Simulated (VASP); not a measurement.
## Ta2Ge with PBEsol: from relaxation to properties

Wanted: the relaxed cell of Ta2Ge and its properties. The steps: rough relaxation of the start cell, relaxing cell and atoms (PBEsol), single point with fields (PBEsol), band structure (PBEsol), total and projected DOS (PBEsol), bands along the symmetry lines (PBEsol + SOC), volume scan with PBEsol and fit for PBEsol. The cell is generated by rule, not measured, and may not be a known phase.

Main program and level: VASP 6.6.1; PBEsol; plane waves and PAW (Ta_pv, Ge_d), in the first sound run; inputs show where later runs differ.

Report form: the programs' logs are mostly left out.

## (1) The starting structure

Before any relaxation, the start is as follows. The structure is tetragonal, space group P4/mmm (No. 123). Conventional cell: a = 3.104 Å, b = 3.104 Å, c = 5.592 Å, α = 90.00°, β = 90.00°, γ = 90.00°. Nearest to Ta lie 1 Ge at 1.73 Å. Nearest to Ge lie 2 Ta at 1.73 Å. Farther neighbours are not listed.

Structure file:

```xyz
3
Lattice="3.1037 0.0000 0.0000 0.0000 3.1037 0.0000 0.0000 0.0000 5.5916" Properties=species:S:1:pos:R:3 pbc="T T T"
Ta    1.5519    1.5519    1.0620
Ta    1.5519    1.5519    4.5295
Ge    1.5519    1.5519    2.7958
```

## (2) Rough relaxation of the start cell

The start is only an estimate, so a cheap relaxation brings it near a minimum before any careful run. PBEsol restores the gradient expansion of exchange and is tuned for the cells of solids.

Input file INCAR:

```
SYSTEM = Ta2Ge
PREC = Normal
ENCUT = 410
EDIFF = 1E-05
NELM = 60
ISMEAR = -1
SIGMA = 0.05
LREAL = .FALSE.
ALGO = Fast
GGA = PS
NBANDS = 24
LORBIT = 11
LWAVE = .FALSE.
LCHARG = .FALSE.
IBRION = 2
NSW = 40
ISIF = 3
EDIFFG = -0.04
```

Input file POSCAR:

```
Ta2Ge
1.0
    3.1037202100      0.0000000000      0.0000000000
    0.0000000000      3.1037202100      0.0000000000
    0.0000000000      0.0000000000      5.5915668000
Ta Ge
2 1
Direct
    0.5000000000      0.5000000000      0.1899356300
    0.5000000000      0.5000000000      0.8100643700
    0.5000000000      0.5000000000      0.5000000000
```

Input file KPOINTS:

```
Automatic mesh
0
Gamma
5 5 3
0 0 0
```

Potentials, in the order of the species: Ta_pv and Ge_d (PBE family, release 64).

Started as:

```console
$ mpirun -np 1 vasp_std
```

Run time: 2.4 min. Hardware: 1 MPI rank of Intel Xeon 6975P-C (Granite Rapids), shared host; peak memory 0.13 GiB.

The relaxation used up its NSW steps before forces and stress met EDIFFG.

The next step goes on from the cell that it reached.

## (3) Relaxing cell and atoms (PBEsol)

Properties are meant for the cell that this level of theory prefers, so cell and atoms are relaxed first (ISIF = 3) until forces and stress are small; EDIFFG sets the threshold.

Input file INCAR:

```
SYSTEM = Ta2Ge
PREC = Accurate
ENCUT = 410
EDIFF = 1E-06
NELM = 100
ISMEAR = -1
SIGMA = 0.05
LREAL = .FALSE.
ALGO = Normal
GGA = PS
NBANDS = 24
LORBIT = 11
LWAVE = .FALSE.
LCHARG = .FALSE.
IBRION = 2
NSW = 60
ISIF = 3
EDIFFG = -0.01
```

Input file POSCAR:

```
Ta2Ge
1.0
    2.7457287624      0.0000000000      0.0000000000
    0.0000000000      2.7457287624      0.0000000000
    0.0000000000      0.0000000000      7.8158303364
Ta Ge
2 1
Direct
    0.5000000000      0.5000000000      0.1708479845
    0.5000000000      0.5000000000      0.8291520155
    0.5000000000      0.5000000000      0.5000000000
```

Input file KPOINTS:

```
Automatic mesh
0
Gamma
10 10 4
0 0 0
```

Started as:

```console
$ mpirun -np 1 vasp_std
```

It took 3.5 min on 1 MPI rank; peak memory 0.19 GiB.

The k-mesh is coarse for a metal. The PAW data sets were made with PBE, which is usual practice but a small mismatch for other functionals. The run keeps the 16 symmetry operations of its start, so it cannot find a distortion of lower symmetry.

Relaxation path:

```
step  energy less that of the first step (eV)  largest force (eV/Å)  pressure (GPa)  volume (Å³)
   1                                   0.0000                0.2230           -0.69        58.92
   2                                   0.0049                0.0393            0.53        58.17
   3                                  -0.0155                0.0773           -0.20        58.58
   4                                  -0.0155                0.0802           -0.38        58.59
   5                                  -0.0156                0.0180            0.54        58.24
   6                                  -0.0158                0.0454            0.21        58.39
   7                                  -0.0158                0.0488            0.03        58.41
   8                                  -0.0158                0.0467            0.17        58.40
   9                                  -0.0160                0.0032            0.01        58.45
```

| conventional cell, symmetrised | before | after | change |
| --- | --- | --- | --- |
| a (Å) | 2.746 | 2.724 | -0.8 % |
| b (Å) | 2.746 | 2.724 | -0.8 % |
| c (Å) | 7.816 | 7.879 | +0.8 % |
| volume (Å³/atom) | 19.64 | 19.48 | -0.8 % |

Final coordinates:

```cif
data_structure
_symmetry_space_group_name_H-M 'P 1'
_symmetry_Int_Tables_number 1
_cell_length_a 2.7236
_cell_length_b 2.7236
_cell_length_c 7.8795
_cell_angle_alpha 90.000
_cell_angle_beta 90.000
_cell_angle_gamma 90.000
_cell_volume 58.45
loop_
_atom_site_label
_atom_site_type_symbol
_atom_site_fract_x
_atom_site_fract_y
_atom_site_fract_z
_atom_site_occupancy
Ta1 Ta 0.50000 0.50000 0.17207 1
Ta2 Ta 0.50000 0.50000 0.82793 1
Ge3 Ge 0.50000 0.50000 0.50000 1
```

Numbers from this step:

```
electrons                       : 36
bands                           : 24
irreducible k-points            : 63
symmetry operations             : 16
free energy (TOTEN)             : -27.64 eV
energy at zero smearing         : -27.63 eV
Fermi energy                    : 5.248 eV
pressure                        : 0.01423 GPa
metallic                        : yes
SCF cycles over all ionic steps : 58
```

It ends with a largest force of 0.003 eV/Å and a pressure of 0.01 GPa.

## (4) Single point with fields (PBEsol)

A single point on the relaxed cell gives a clean self-consistent state, with density, ELF and potential written out.

Changes to INCAR since step 3:

```diff
@@ -13,6 +13,5 @@
 LWAVE = .FALSE.
-LCHARG = .FALSE.
-IBRION = 2
-NSW = 60
-ISIF = 3
-EDIFFG = -0.01
+LCHARG = .TRUE.
+ISIF = 2
+LELF = .TRUE.
+LVHAR = .TRUE.
```

Input file POSCAR:

```
Ta2Ge
1.0
    2.7236275156      0.0000000000      0.0000000000
    0.0000000000      2.7236275156      0.0000000000
    0.0000000000      0.0000000000      7.8794908950
Ta Ge
2 1
Direct
    0.5000000000      0.5000000000      0.1720717401
    0.5000000000      0.5000000000      0.8279282599
    0.5000000000      0.5000000000      0.5000000000
```

KPOINTS is that of step 3.

Started as:

```console
$ mpirun -np 1 vasp_std
```

The job ended after 48 s (1 MPI rank; peak memory 0.18 GiB).

Numbers from this step:

```
SCF cycles : 12
pressure   : 0.09587 GPa
```

Valence electrons inside each PAW sphere by angular momentum. Sphere charges, by row:

```csv
atom,s (e),p (e),d (e),tot (e)
Ta1,0.404,6.111,2.471,8.986
Ta2,0.404,6.111,2.471,8.986
Ge3,1.197,1.139,10.04,12.37
```

Electrostatic potential energy in the ac plane at fractional y = 0.500, with atoms of Ta and Ge within 0.2 Å of it. With pseudopotentials it is smooth inside the atoms' cores, unlike the true potential.

Ten even steps from '0' (-52 eV) to '9' (2 eV), each cell a mean:
```
99998877788999
99887766677889
98776655566778
88766544456678
88766555556678
98876665666788
99987777777899
99998888888999
99999888889999
99986533356899
99863100013689
99741000001479
99852000002589
99975322235799
99998766678999
99999888889999
99988777778899
99877666667789
88776555556778
88766544456678
88776555556778
99877666667789
99988777778899
99999888889999
```
Columns run along a (2.7 Å; values clipped at the 3rd and 97th percentile), rows up along c (7.9 Å). Atoms in or near the plane, at fractional coordinates: Ta at (0.50, 0.17), Ta at (0.50, 0.83), Ge at (0.50, 0.50).

ELF in the ac plane at fractional y = 0.500, with atoms of Ta and Ge within 0.2 Å of it. It is the smooth field of the valence electrons, not physical close to the nuclei.

Ten even steps from '0' (0.01) to '9' (0.63), each cell a mean:
```
88644556554468
75435678765345
65566533356655
66797200027976
66787300037876
65456655566545
54223578753224
44445677765444
55688999998865
66778888888776
77777544457777
77775236325777
77776333336777
67778776778777
56788999998876
55567788877655
44333577753334
54335678765334
65676421246765
66797200027976
65676310136765
65445677765445
87544567654457
99765555555679
```
Columns run along a (2.7 Å), rows up along c (7.9 Å). Atoms in or near the plane, at fractional coordinates: Ta at (0.50, 0.17), Ta at (0.50, 0.83), Ge at (0.50, 0.50).

Valence density in the ac plane at fractional y = 0.500, with atoms of Ta and Ge within 0.2 Å of it. It is the smooth field of the valence electrons, not physical close to the nuclei.

Ten steps, logarithmic in the rise over the least value, from '_' (0 e/Å³) to '@' (18 e/Å³), each cell a mean:
```
______....::::::::::....____
__....::--==========--::....
....::--==++******++==--::..
..::--==++**********++==--::
..::::==++**********++==::::
......--==++++**++++==--....
______..::----==----::..____
________....::::::....______
________..::::::::::..______
____....::==++++++==::....__
__....::++##%%%%%%##++::....
......==**%%@@@@@@%%**==....
__....--**%%@@@@@@%%**--....
____..::--++**##**++--::..__
______....::------::....____
________....::::::....______
______....::------::....____
____..::--==++++++==--::..__
....::==++**********++==::..
..::--==++**********++==--::
....::==++**********++==::..
......::--==++++++==--::....
______....::------::....____
________..............______
```
Columns run along a (2.7 Å), rows up along c (7.9 Å). Atoms in or near the plane, at fractional coordinates: Ta at (0.50, 0.17), Ta at (0.50, 0.83), Ge at (0.50, 0.50).

In this run the pressure is 0.10 GPa, small enough to go on.

## (5) Band structure (PBEsol)

Levels along the symmetry lines show where the bands peak and cross; KPOINTS_OPT computes them in the converged potential.

Input file INCAR:

```
SYSTEM = Ta2Ge
PREC = Accurate
ENCUT = 410
EDIFF = 1E-06
NELM = 100
ISMEAR = -1
SIGMA = 0.05
LREAL = .FALSE.
ALGO = Normal
GGA = PS
NBANDS = 31
LORBIT = 11
LWAVE = .FALSE.
LCHARG = .FALSE.
```

POSCAR is that of step 4.

KPOINTS is that of step 4.

Input file KPOINTS_OPT:

```
Line mode
16
Line-mode
Reciprocal
  0.00000000   0.00000000   0.00000000 GAMMA
  0.00000000   0.50000000   0.00000000 X

  0.00000000   0.50000000   0.00000000 X
  0.50000000   0.50000000   0.00000000 M

  0.50000000   0.50000000   0.00000000 M
  0.00000000   0.00000000   0.00000000 GAMMA

  0.00000000   0.00000000   0.00000000 GAMMA
  0.00000000   0.00000000   0.50000000 Z

  0.00000000   0.00000000   0.50000000 Z
  0.00000000   0.50000000   0.50000000 R

  0.00000000   0.50000000   0.50000000 R
  0.50000000   0.50000000   0.50000000 A

  0.50000000   0.50000000   0.50000000 A
  0.00000000   0.00000000   0.50000000 Z

  0.00000000   0.50000000   0.00000000 X
  0.00000000   0.50000000   0.50000000 R

  0.50000000   0.50000000   0.00000000 M
  0.50000000   0.50000000   0.50000000 A
```

Started as:

```console
$ mpirun -np 1 vasp_std
```

It took 2.3 min on 1 MPI rank; peak memory 0.23 GiB.

Spin-orbit coupling is off here; with elements this heavy it splits and shifts levels by tenths of an eV or more.

This step gave:

```yaml
scf_cycles: 13
bands: 31
pressure: -2.22e-4 GPa
```

The electronic bands at the labelled points (eV, zero at the Fermi level; # counts the bands kept):

| point | #4 | #5 | #6 | #7 | #8 | #9 | #10 | #11 |
| --- | --- | --- | --- | --- | --- | --- | --- | --- |
| Γ | -2.87 | -2.55 | -2.05 | -1.75 | 2.75 | 2.75 | 3.83 | 4.78 |
| 0.53 of the way | -2.27 | -1.95 | -1.05 | -0.18 | 0.18 | 1.60 | 2.11 | 3.18 |
| X | -2.53 | -2.42 | -1.25 | -1.01 | -0.25 | 2.41 | 2.48 | 2.89 |
| 0.47 of the way | -1.45 | -1.05 | -0.89 | -0.64 | 0.14 | 0.48 | 1.21 | 1.53 |
| M | -2.82 | -2.82 | -0.16 | -0.16 | 0.59 | 0.59 | 0.76 | 1.61 |
| 0.53 of the way | -1.34 | -0.59 | -0.32 | -0.06 | 0.65 | 0.66 | 2.22 | 2.64 |
| Γ | -2.87 | -2.55 | -2.05 | -1.75 | 2.75 | 2.75 | 3.83 | 4.78 |
| 0.47 of the way | -3.15 | -2.55 | -2.05 | -1.46 | 2.82 | 2.82 | 3.73 | 4.57 |
| Z | -3.54 | -2.55 | -2.05 | -1.15 | 2.93 | 2.93 | 3.59 | 4.32 |
| 0.47 of the way | -2.98 | -1.95 | -0.85 | -0.78 | 0.90 | 2.09 | 2.85 | 3.24 |
| R | -3.45 | -1.82 | -1.82 | 0.51 | 1.07 | 2.25 | 2.48 | 2.89 |
| 0.47 of the way | -2.55 | -1.89 | -0.77 | -0.20 | 0.71 | 0.92 | 1.63 | 2.71 |
| A | -2.28 | -2.28 | -1.75 | -1.75 | -1.35 | 2.44 | 2.44 | 4.49 |
| 0.53 of the way | -1.41 | -1.09 | -0.12 | -0.03 | 0.63 | 1.57 | 1.64 | 2.21 |
| Z | -3.54 | -2.55 | -2.05 | -1.15 | 2.93 | 2.93 | 3.59 | 4.32 |
| jump to X | -2.53 | -2.42 | -1.25 | -1.01 | -0.25 | 2.41 | 2.48 | 2.89 |
| 0.47 of the way | -3.02 | -2.10 | -1.48 | -0.56 | 0.93 | 1.97 | 2.48 | 2.89 |
| R | -3.45 | -1.82 | -1.82 | 0.51 | 1.07 | 2.25 | 2.48 | 2.89 |
| jump to M | -2.82 | -2.82 | -0.16 | -0.16 | 0.59 | 0.59 | 0.76 | 1.61 |
| 0.53 of the way | -2.62 | -2.62 | -1.12 | -1.12 | -0.70 | 1.71 | 1.71 | 3.70 |
| A | -2.28 | -2.28 | -1.75 | -1.75 | -1.35 | 2.44 | 2.44 | 4.49 |

Of the projections kept (Ta, Ge), the largest for each band there; the rest of the weight can lie on other orbitals:

```csv
point,#4,#5,#6,#7,#8,#9,#10,#11
Γ,Ta 0.73,Ta 1.00,Ta 1.00,Ta 0.98,Ta 0.96,Ta 0.96,Ta 0.67,Ta 0.98
X,Ta 0.81,Ta 0.79,Ta 0.93,Ta 0.71,Ta 0.93,Ta 0.81,Ta 1.00,Ta 1.00
M,Ta 0.57,Ta 0.57,Ta 0.56,Ta 0.56,Ta 0.95,Ta 0.95,Ge 0.51,Ta 0.79
Γ,Ta 0.73,Ta 1.00,Ta 1.00,Ta 0.98,Ta 0.96,Ta 0.96,Ta 0.67,Ta 0.98
Z,Ta 0.71,Ta 1.00,Ta 1.00,Ta 0.92,Ta 0.99,Ta 0.99,Ta 0.76,Ta 0.88
R,Ta 0.98,Ta 0.89,Ta 0.99,Ta 0.88,Ta 0.85,Ta 0.63,Ta 1.00,Ta 1.00
```

There is no gap at this level.

## (6) Total and projected DOS (PBEsol)

Here the states are counted by energy and projected on the atoms. The mesh is finer than in the run before.

Changes to INCAR since step 5:

```diff
@@ -5,3 +5,3 @@
 NELM = 100
-ISMEAR = -1
+ISMEAR = -5
 SIGMA = 0.05
@@ -14 +14,2 @@
 LCHARG = .FALSE.
+NEDOS = 2001
```

POSCAR is that of step 5.

Input file KPOINTS:

```
Automatic mesh
0
Gamma
14 14 5
0 0 0
```

Started as:

```console
$ mpirun -np 1 vasp_std
```

Run time: 72 s. Hardware: 1 MPI rank; peak memory 0.24 GiB.

With tetrahedra the forces and stress of a metal are not exact derivatives of the energy.

Numbers from this step:

- irreducible k-points: 108
- Fermi energy: 5.256 eV
- pressure: -0.3392 GPa
- DOS at the Fermi level: 1.129 states/eV/cell

The density of states has structure finer than the step of the table below, so its rows give means over 1 eV, whole bins alone (the curve runs from -12.0 to 3.22 eV). Peaks (eV: height): total -2.9: 3.36, -1.9: 3.62, -1.3: 4.20, 3.0: 5.66; Ta d -1.9: 2.03, -1.4: 2.28, 3.0: 3.91; Ge p -2.9: 0.318, -1.2: 0.266, -0.7: 0.256, 1.4: 0.254; Ge s -8.0: 0.324, 1.6: 0.0896.

States under -12.0 eV and over 3.2 eV are left out. The density of states by energy, zero at the Fermi level; means over each step; values in states/eV/cell:

| energy (eV) | total | Ta d | Ge p | Ge s |
| --- | --- | --- | --- | --- |
| -11 | 0.332 | 0.00399 | 0.00583 | 0.175 |
| -10 | 0.345 | 0.00614 | 0.0140 | 0.177 |
| -9 | 0.376 | 0.00908 | 0.0198 | 0.194 |
| -8 | 0.461 | 0.0148 | 0.0217 | 0.251 |
| -7 | 0.293 | 0.00999 | 0.0207 | 0.126 |
| -6 | 0.372 | 0.0127 | 0.0274 | 0.0762 |
| -5 | 0.708 | 0.0639 | 0.0963 | 0.0524 |
| -4 | 1.22 | 0.232 | 0.161 | 0.0189 |
| -3 | 2.58 | 0.864 | 0.257 | 0.0352 |
| -2 | 2.92 | 1.47 | 0.213 | 0.0383 |
| -1 | 3.15 | 1.63 | 0.229 | 0.0222 |
| 0 | 1.86 | 0.932 | 0.121 | 0.0238 |
| 1 | 2.60 | 1.41 | 0.186 | 0.0384 |
| 2 | 2.50 | 1.41 | 0.177 | 0.0442 |

Force by atom:

| atom | x (eV/Å) | y (eV/Å) | z (eV/Å) | size |
| --- | --- | --- | --- | --- |
| Ta1 | 0.0000 | 0.0000 | -0.0641 | 0.0641 |
| Ta2 | 0.0000 | 0.0000 | 0.0641 | 0.0641 |
| Ge3 | 0.0000 | 0.0000 | 0.0000 | 0.0000 |

The finer mesh and the other smearing move the Fermi level by +0.01 eV from the 10×10×4 run, a small shift, which tests the Fermi level alone. Of the states within 0.3 eV of the Fermi level, the largest shares in the PAW spheres are Ta d 49 % and Ge p 6 %. The rest lies in smaller channels or between the spheres.

## (7) Bands along the symmetry lines (PBEsol + SOC)

This step: PBEsol, spin-orbit coupling; plane waves and PAW (Ta_pv, Ge_d); invented cell (VASP 6.6.1).

The mesh alone shows little of the dispersion and can miss band extrema, so KPOINTS_OPT adds a path through the symmetry points after the self-consistent cycle. Spin-orbit coupling needs spinors and the noncollinear program, where each band holds one electron.

Input file INCAR:

```
SYSTEM = Ta2Ge
PREC = Accurate
ENCUT = 410
EDIFF = 1E-06
NELM = 100
ISMEAR = -1
SIGMA = 0.05
LREAL = .FALSE.
ALGO = Normal
GGA = PS
LNONCOLLINEAR = .TRUE.
MAGMOM = 0 0 0 0 0 0 0 0 0
NBANDS = 48
GGA_COMPAT = .FALSE.
LASPH = .TRUE.
LSORBIT = .TRUE.
LMAXMIX = 4
LORBIT = 11
LWAVE = .FALSE.
LCHARG = .FALSE.
```

POSCAR is that of step 6.

Input file KPOINTS:

```
Automatic mesh
0
Gamma
8 8 3
0 0 0
```

KPOINTS_OPT is that of step 5.

Started as:

```console
$ mpirun -np 1 vasp_ncl
```

Wall time 8.2 min (1 MPI rank); peak memory 0.32 GiB.

LASPH is switched on together with spin-orbit coupling, so the change from the scalar run holds both.

This step gave:

```
bands                   : 48
irreducible k-points    : 30
free energy (TOTEN)     : -29.10 eV
energy at zero smearing : -29.09 eV
Fermi energy            : 5.181 eV
pressure                : -0.3639 GPa
```

On-site spin-orbit energy by atom:

| atom | on-site spin-orbit energy (eV) |
| --- | --- |
| Ta1 | -1.44 |
| Ta2 | -1.44 |
| Ge3 | -0.02 |

Electronic bands along the path, in eV, zero at the Fermi level; # counts the bands kept:

```
          point    #11    #12    #13    #14    #15    #16   #17   #18
              Γ  -2.06  -2.06  -1.68  -1.68   2.66   2.66  2.95  2.95
0.53 of the way  -1.01  -1.01  -0.15  -0.15   0.25   0.25  1.65  1.65
              X  -1.19  -1.19  -0.96  -0.96  -0.19  -0.19  2.48  2.48
0.47 of the way  -0.83  -0.83  -0.56  -0.56   0.18   0.18  0.51  0.51
              M  -0.24  -0.24   0.07   0.07   0.50   0.50  0.78  0.78
0.53 of the way  -0.22  -0.22  -0.05  -0.05   0.60   0.60  0.76  0.76
              Γ  -2.06  -2.06  -1.68  -1.68   2.66   2.66  2.95  2.95
0.47 of the way  -2.07  -2.07  -1.37  -1.37   2.71   2.71  3.02  3.02
              Z  -2.07  -2.07  -1.05  -1.05   2.78   2.78  3.13  3.13
0.47 of the way  -0.82  -0.82  -0.75  -0.75   0.92   0.92  2.21  2.21
              R  -1.80  -1.80   0.60   0.60   1.12   1.12  2.27  2.27
0.47 of the way  -0.78  -0.78  -0.12  -0.12   0.70   0.70  0.94  0.94
              A  -1.79  -1.79  -1.58  -1.58  -1.26  -1.26  2.38  2.38
0.53 of the way  -0.10  -0.10   0.01   0.01   0.67   0.67  1.54  1.54
              Z  -2.07  -2.07  -1.05  -1.05   2.78   2.78  3.13  3.13
      jump to X  -1.19  -1.19  -0.96  -0.96  -0.19  -0.19  2.48  2.48
0.47 of the way  -1.45  -1.45  -0.49  -0.49   0.98   0.98  2.05  2.05
              R  -1.80  -1.80   0.60   0.60   1.12   1.12  2.27  2.27
      jump to M  -0.24  -0.24   0.07   0.07   0.50   0.50  0.78  0.78
0.53 of the way  -1.17  -1.17  -0.92  -0.92  -0.62  -0.62  1.63  1.63
              A  -1.79  -1.79  -1.58  -1.58  -1.26  -1.26  2.38  2.38
```

Of the projections kept (Ta, Ge), the largest for each band there; the rest of the weight can lie on other orbitals:

```csv
point,#11,#12,#13,#14,#15,#16,#17,#18
Γ,Ta 1.00,Ta 1.00,Ta 0.98,Ta 0.98,Ta 0.96,Ta 0.96,Ta 0.96,Ta 0.96
X,Ta 0.93,Ta 0.93,Ta 0.69,Ta 0.69,Ta 0.93,Ta 0.93,Ta 1.00,Ta 1.00
M,Ta 0.56,Ta 0.56,Ta 0.55,Ta 0.55,Ta 0.95,Ta 0.95,Ta 0.95,Ta 0.95
Γ,Ta 1.00,Ta 1.00,Ta 0.98,Ta 0.98,Ta 0.96,Ta 0.96,Ta 0.96,Ta 0.96
Z,Ta 1.00,Ta 1.00,Ta 0.92,Ta 0.92,Ta 0.98,Ta 0.98,Ta 0.99,Ta 0.99
R,Ta 0.89,Ta 0.89,Ta 0.88,Ta 0.88,Ta 0.85,Ta 0.85,Ta 0.65,Ta 0.65
```

Force by atom:

| atom | x (eV/Å) | y (eV/Å) | z (eV/Å) | size |
| --- | --- | --- | --- | --- |
| Ta1 | 0.0000 | 0.0000 | 0.0525 | 0.0525 |
| Ta2 | 0.0000 | 0.0000 | -0.0525 | 0.0525 |
| Ge3 | 0.0000 | 0.0000 | 0.0000 | 0.0000 |

At these settings, which differ from those of the relaxation, the cell is under a tension of 0.4 GPa.

## (8) Volume scan with PBEsol, volume scale 0.94

This step: PBEsol; plane waves and PAW (Ta_pv, Ge_d); invented cell (VASP 6.6.1).

An equation of state needs energies on both sides of the minimum, all on one mesh and cutoff.

Input file INCAR:

```
SYSTEM = Ta2Ge
PREC = Accurate
ENCUT = 410
EDIFF = 1E-06
NELM = 100
ISMEAR = -1
SIGMA = 0.05
LREAL = .FALSE.
ALGO = Normal
GGA = PS
NBANDS = 24
LORBIT = 11
LWAVE = .FALSE.
LCHARG = .FALSE.
ISIF = 2
```

Input file POSCAR:

```
Ta2Ge
1.0
    2.6680276796      0.0000000000      0.0000000000
    0.0000000000      2.6680276796      0.0000000000
    0.0000000000      0.0000000000      7.7186398245
Ta Ge
2 1
Direct
    0.5000000000      0.5000000000      0.1720717401
    0.5000000000      0.5000000000      0.8279282599
    0.5000000000      0.5000000000      0.5000000000
```

Input file KPOINTS:

```
Automatic mesh
0
Gamma
10 10 4
0 0 0
```

Started as:

```console
$ mpirun -np 1 vasp_std
```

Wall time 40 s (1 MPI rank); peak memory 0.18 GiB.

The scan keeps the cell's shape and the fractional positions fixed.

Numbers from this step:

| Property | Result |
| --- | --- |
| SCF cycles | 12 |
| bands | 24 |
| irreducible k-points | 63 |
| free energy (TOTEN) | -27.53 eV |
| energy at zero smearing | -27.53 eV |
| Fermi energy | 5.803 eV |
| pressure | 9.775 GPa |

The pressure here is 9.78 GPa.

[end of part 1 of 2]

[Lines on the potential files, build, host, timing and source positions are cut from VASP's logs without a mark.]

[Logs are printed without paths, hosts, clocks, repeated set-up lines and the standing remarks that a program may print on its own settings, such as how far it seeks lower states.]

[Hosts, paths, dates, database ids (printed as entryN), source tags and the programs' standing remarks are cut or masked in the printed files.]

[A measured line is paired with the nearest computed mode of its activity, which favours agreement.]
